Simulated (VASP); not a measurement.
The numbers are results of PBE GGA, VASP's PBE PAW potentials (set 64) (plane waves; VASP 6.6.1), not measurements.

The input files of a VASP run:

**POSCAR**
```
PdIn
1
    3.3150000000     0.0000000000     0.0000000000
    0.0000000000     3.3150000000     0.0000000000
    0.0000000000     0.0000000000     3.3150000000
In Pd
1 1
Direct
  0.5000000000   0.5000000000   0.5000000000
  0.0000000000   0.0000000000   0.0000000000
```

KPOINTS:
```
Automatic mesh
0
Gamma
8 8 8
0 0 0
```

INCAR:
```
SYSTEM=PdIn
PREC=Accurate; ENCUT=400; LREAL=.False.
LASPH=.True.
EDIFF=1E-6; NELM=100; ALGO=Normal
LMAXMIX=4
ISMEAR=1; SIGMA=0.1
GGA=PE
ISIF=2
LWAVE=.False.; LCHARG=.False.
```

POTCAR, in this order: In_d Pd (PBE.64 set). Program: vasp_std.

What VASP printed:

OUTCAR:
```
 ion  position               nearest neighbor table
   1  0.500  0.500  0.500-   2 2.87   2 2.87   2 2.87   2 2.87   2 2.87   2 2.87   2 2.87   2 2.87
  LATTYP: Found a simple cubic cell.
 ALAT       =     3.3150000000
 Subroutine PRICEL returns:
 Original cell was already a primitive cell.
 Subroutine GETGRP returns: Found 48 space group operations
The static configuration has the point symmetry O_h .
The dynamic configuration has the point symmetry O_h .
 Subroutine INISYM returns: Found 48 space group operations
 Subroutine IBZKPT returns following result:
 Found     35 irreducible k-points:

 Following reciprocal coordinates:
            Coordinates               Weight
  0.000000  0.000000  0.000000      1.000000
  0.125000  0.000000  0.000000      6.000000
  0.250000  0.000000  0.000000      6.000000
  0.375000  0.000000  0.000000      6.000000
  0.500000  0.000000  0.000000      3.000000
  0.125000  0.125000  0.000000     12.000000
  0.250000  0.125000  0.000000     24.000000
  0.375000  0.125000  0.000000     24.000000
  0.500000  0.125000  0.000000     12.000000
  0.250000  0.250000  0.000000     12.000000
...
```

### OSZICAR
```
       N       E                     dE             d eps       ncg     rms          rms(c)
DAV:   1     0.144352375983E+03    0.14435E+03   -0.97532E+03  1065   0.163E+03
DAV:   2    -0.220047998021E+01   -0.14655E+03   -0.14256E+03  1106   0.366E+02
DAV:   3    -0.881634601570E+01   -0.66159E+01   -0.65952E+01  1330   0.854E+01
DAV:   4    -0.893423504324E+01   -0.11789E+00   -0.11786E+00  1295   0.109E+01
DAV:   5    -0.894083212289E+01   -0.65971E-02   -0.65970E-02  1513   0.224E+00    0.589E+00
DAV:   6    -0.878285097559E+01    0.15798E+00   -0.38265E-01  1295   0.956E+00    0.277E+00
DAV:   7    -0.875051527795E+01    0.32336E-01   -0.73010E-02  1351   0.496E+00    0.124E+00
DAV:   8    -0.874418284417E+01    0.63324E-02   -0.21716E-02  1176   0.145E+00    0.377E-01
DAV:   9    -0.874349956242E+01    0.68328E-03   -0.19118E-03  1344   0.770E-01    0.544E-02
DAV:  10    -0.874350549747E+01   -0.59351E-05   -0.52596E-05  1415   0.115E-01    0.242E-02
DAV:  11    -0.874350683447E+01   -0.13370E-05   -0.58758E-06  1211   0.262E-02    0.281E-03
DAV:  12    -0.874350714888E+01   -0.31441E-06   -0.21655E-07   679   0.506E-03
   1 F= -.87435071E+01 E0= -.87427178E+01  d E =-.236816E-02
```

### OUTCAR
```
------------------------ aborting loop because EDIFF is reached ----------------------------------------
  FORCE on cell =-STRESS in cart. coord.  units (eV):
  Direction    XX          YY          ZZ          XY          YZ          ZX
  --------------------------------------------------------------------------------------
  Total       -0.2934795     -0.2934795     -0.2934795     -0.0000000     -0.0000000     -0.0000000
  in kB      -12.9073701    -12.9073701    -12.9073701     -0.0000000     -0.0000000     -0.0000000
  external PRESSURE =     -12.9073701 kB  Pullay stress =       0.0000000 kB
  volume of cell :       36.43
      direct lattice vectors                 reciprocal lattice vectors
     3.315000000  0.000000000  0.000000000     0.301659125  0.000000000  0.000000000
     0.000000000  3.315000000  0.000000000     0.000000000  0.301659125  0.000000000
     0.000000000  0.000000000  3.315000000     0.000000000  0.000000000  0.301659125
 POSITION                                       TOTAL-FORCE (eV/Angst)
 -----------------------------------------------------------------------------------
      1.65750      1.65750      1.65750         0.000000      0.000000      0.000000
      0.00000      0.00000      0.00000         0.000000      0.000000      0.000000
 -----------------------------------------------------------------------------------
    total drift:                                0.000000      0.000000     -0.000000
  FREE ENERGIE OF THE ION-ELECTRON SYSTEM (eV)
  ---------------------------------------------------
  free  energy   TOTEN  =        -8.7435071489 eV

  energy  without entropy=       -8.7411389891  energy(sigma->0) =       -8.74271776
```
(Selected blocks of OUTCAR.)

The compound is PdIn in the CsCl type structure. The cell was not relaxed at this level. The electron count is odd and the run is not spin-polarised, which forces a metal.
